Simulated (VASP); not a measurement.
Consider the following.

```
CELL_PARAMETERS angstrom
      1.97698    -3.42423     0.00000
      1.97698     3.42423     0.00000
      0.00000     0.00000     6.25194
ATOMIC_POSITIONS crystal
  La 0.33333 0.66667 0.24816
  La 0.66667 0.33333 0.75184
  O  0.00000 0.00000 0.00000
  O  0.33333 0.66667 0.64551
  O  0.66667 0.33333 0.35449
```

Calculation: revPBE GGA, VASP's PBE PAW potentials (set 64) (plane waves; VASP 6.6.1). Numerical set-up: 520 eV cut-off, Gaussian smearing of 0.050 eV, potentials La O.

Question: Give the energies of bands 12 to 23 at the high-symmetry points, in eV from the valence-band maximum.

Answer: 
| band | Γ | M | K | A | L | H |
|---|---|---|---|---|---|---|
| 12 | -2.24 | -2.16 | -1.56 | -2.56 | -2.83 | -2.18 |
| 13 | -2.24 | -1.87 | -1.56 | -2.56 | -2.02 | -2.18 |
| 14 | -2.13 | -1.85 | -1.55 | -2.48 | -1.47 | -1.63 |
| 15 | -2.13 | -1.23 | -1.26 | -1.83 | -1.07 | -1.30 |
| 16 | -2.05 | -0.72 | -1.26 | -1.83 | -0.95 | -1.30 |
| 17 | -1.55 | -0.70 | -0.75 | -0.93 | -0.94 | -0.51 |
| 18 | -0.30 | -0.65 | -0.75 | -0.69 | -0.63 | -0.26 |
| 19 | -0.30 | -0.38 | -0.73 | -0.23 | -0.34 | -0.26 |
| 20 | -0.06 | -0.27 | -0.12 | -0.23 | 0.00 | -0.24 |
| 21 | 4.28 | 3.89 | 3.93 | 4.62 | 4.34 | 4.25 |
| 22 | 4.62 | 4.64 | 4.69 | 4.71 | 4.58 | 4.79 |
| 23 | 4.63 | 5.01 | 4.69 | 4.71 | 4.92 | 4.81 |

The gap is indirect, 3.89 eV, from the valence maximum at L to the conduction minimum at M.

The compound is La2O3 in the a-type structure. It was relaxed first.
